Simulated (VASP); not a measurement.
Output of a VASP run:

### OSZICAR
```
...
DAV:  14    -0.125388161753E+03   -0.35467E-02   -0.26846E-02  2964   0.240E+00    0.270E-01
DAV:  15    -0.125387313367E+03    0.84839E-03   -0.10927E-03  3240   0.414E-01    0.291E-01
DAV:  16    -0.125387988274E+03   -0.67491E-03   -0.24277E-04  3216   0.209E-01    0.301E-01
DAV:  17    -0.125391143578E+03   -0.31553E-02   -0.49530E-03  2976   0.935E-01    0.395E-01
DAV:  18    -0.125389842813E+03    0.13008E-02   -0.93027E-04  3012   0.442E-01    0.195E-01
DAV:  19    -0.125390268874E+03   -0.42606E-03   -0.80819E-04  2982   0.338E-01    0.220E-01
DAV:  20    -0.125390230189E+03    0.38685E-04   -0.33898E-04  3036   0.248E-01    0.132E-01
DAV:  21    -0.125390268124E+03   -0.37934E-04   -0.11319E-04  3138   0.128E-01    0.636E-02
DAV:  22    -0.125390269929E+03   -0.18056E-05   -0.49731E-06  3954   0.247E-02    0.561E-02
DAV:  23    -0.125390248254E+03    0.21676E-04   -0.72561E-05  3012   0.102E-01    0.298E-02
DAV:  24    -0.125390346293E+03   -0.98039E-04   -0.19456E-04  2976   0.199E-01    0.293E-02
DAV:  25    -0.125390319175E+03    0.27118E-04   -0.14509E-05  3036   0.508E-02    0.170E-02
DAV:  26    -0.125390310589E+03    0.85861E-05   -0.42937E-06  3108   0.247E-02    0.116E-02
DAV:  27    -0.125390302160E+03    0.84290E-05   -0.93292E-06  2988   0.433E-02    0.118E-02
DAV:  28    -0.125390298418E+03    0.37420E-05   -0.34352E-06  3012   0.223E-02    0.921E-03
DAV:  29    -0.125390290673E+03    0.77451E-05   -0.18457E-06  3030   0.184E-02    0.646E-03
DAV:  30    -0.125390286742E+03    0.39311E-05   -0.43121E-07  3420   0.769E-03    0.528E-03
DAV:  31    -0.125390282131E+03    0.46107E-05   -0.61025E-07  3018   0.883E-03    0.270E-03
DAV:  32    -0.125390279581E+03    0.25495E-05   -0.34441E-07  3084   0.696E-03    0.181E-03
DAV:  33    -0.125390277291E+03    0.22901E-05   -0.88033E-08  1620   0.369E-03    0.290E-04
DAV:  34    -0.125390278681E+03   -0.13900E-05   -0.39878E-08  1554   0.252E-03    0.247E-04
DAV:  35    -0.125390278432E+03    0.24960E-06   -0.63961E-09  1524   0.103E-03    0.359E-04
DAV:  36    -0.125390278358E+03    0.73782E-07   -0.14022E-09  1524   0.471E-04
   1 F= -.12539028E+03 E0= -.12539075E+03  d E =-.125390E+03
       N       E                     dE             d eps       ncg     rms          rms(c)
DAV:   1    -0.125392087889E+03   -0.18095E-02   -0.11934E-01  2940   0.294E+00    0.300E-01
DAV:   2    -0.125390675777E+03    0.14121E-02   -0.25403E-03  3834   0.465E-01    0.158E-01
DAV:   3    -0.125390802377E+03   -0.12660E-03   -0.36813E-04  3354   0.225E-01    0.106E-01
DAV:   4    -0.125390745007E+03    0.57370E-04   -0.42182E-04  3890   0.195E-01    0.545E-02
DAV:   5    -0.125390702926E+03    0.42081E-04   -0.22611E-04  3024   0.190E-01    0.403E-02
DAV:   6    -0.125390758817E+03   -0.55892E-04   -0.86573E-05  3132   0.122E-01    0.143E-02
DAV:   7    -0.125390745251E+03    0.13567E-04   -0.76652E-06  3168   0.315E-02    0.129E-02
DAV:   8    -0.125390723144E+03    0.22107E-04   -0.80485E-06  3108   0.380E-02    0.286E-03
DAV:   9    -0.125390725198E+03   -0.20545E-05   -0.24348E-07  3640   0.472E-03    0.315E-03
DAV:  10    -0.125390723224E+03    0.19743E-05   -0.73647E-08  1716   0.374E-03    0.213E-03
DAV:  11    -0.125390727192E+03   -0.39687E-05   -0.20141E-07  2944   0.619E-03    0.346E-04
DAV:  12    -0.125390726829E+03    0.36354E-06   -0.20970E-08  1596   0.190E-03    0.881E-05
DAV:  13    -0.125390727003E+03   -0.17373E-06   -0.20528E-09  1578   0.580E-04    0.238E-04
DAV:  14    -0.125390727012E+03   -0.95642E-08   -0.28889E-10  1572   0.188E-04
   2 F= -.12539073E+03 E0= -.12539121E+03  d E =-.448654E-03
```

**OUTCAR**
```
------------------------ aborting loop because EDIFF is reached ----------------------------------------
  FORCE on cell =-STRESS in cart. coord.  units (eV):
  Direction    XX          YY          ZZ          XY          YZ          ZX
  --------------------------------------------------------------------------------------
  Total        1.9519096      1.9519095      1.9711350      0.0000000      0.0000000     -0.0000000
  in kB       77.2753306     77.2753283     78.0364587      0.0000000      0.0000000     -0.0000000
  external PRESSURE =      77.5290392 kB  Pullay stress =       0.0000000 kB
  volume of cell :       40.47
      direct lattice vectors                 reciprocal lattice vectors
     1.545498160 -2.676881296  0.000000000     0.323520282 -0.186784524  0.000000000
     1.545498160  2.676881296  0.000000000     0.323520282  0.186784524  0.000000000
    -0.000000000  0.000000000  4.891046611    -0.000000000  0.000000000  0.204455218
 POSITION                                       TOTAL-FORCE (eV/Angst)
 -----------------------------------------------------------------------------------
      1.54550      0.89230      1.22276        -0.000000      0.000000      0.000000
      1.54550     -0.89230      3.66828         0.000000      0.000000      0.000000
 -----------------------------------------------------------------------------------
    total drift:                               -0.000002      0.000171     -0.000016
  FREE ENERGIE OF THE ION-ELECTRON SYSTEM (eV)
  ---------------------------------------------------
  free  energy   TOTEN  =      -125.3907270122 eV

  energy  without entropy=     -125.3921648719  energy(sigma->0) =     -125.39120630

 reached required accuracy - stopping structural energy minimisation
```
(Selected blocks of OUTCAR.)

POSCAR:
```
Hf
1
    1.5482752411    -2.6816913455     0.0000000000
    1.5482752411     2.6816913455     0.0000000000
    0.0000000000     0.0000000000     4.8735165785
Hf
2
Direct
  0.3333330000   0.6666670000   0.2500000000
  0.6666670000   0.3333330000   0.7500000000
```

Q: Write an INCAR and KPOINTS that could have produced this output.

A: This is not unique; one that fits is the input of the run itself, SCAN meta-GGA, plane waves, VASP's PBE PAW potentials (set 64).

KPOINTS:
```
Automatic mesh
0
Gamma
13 13 8
0 0 0
```

INCAR:
```
! general
SYSTEM   =  Hf
PREC     =  Accurate
ENCUT    =  520
LREAL    =  .FALSE.
LASPH    =  .TRUE.

! electronic loop
EDIFF    =  1E-7
NELM     =  100
ALGO     =  Normal
LMAXMIX  =  6
LMIXTAU  =  .TRUE.

! smearing
ISMEAR   =  1
SIGMA    =  0.1

! functional
METAGGA  =  SCAN

! ions
IBRION   =  2
NSW      =  30
ISIF     =  4
EDIFFG   =  -0.01

! output
LWAVE    =  .FALSE.
LCHARG   =  .FALSE.
```

POTCAR, in this order: Hf_pv (PBE.64 set). Program: vasp_std.

The compound is Hf in the hcp structure. This cell is one point of a volume scan, at 0.94 of the reference volume. Symmetry was kept, so distortions that lower it aren't found.
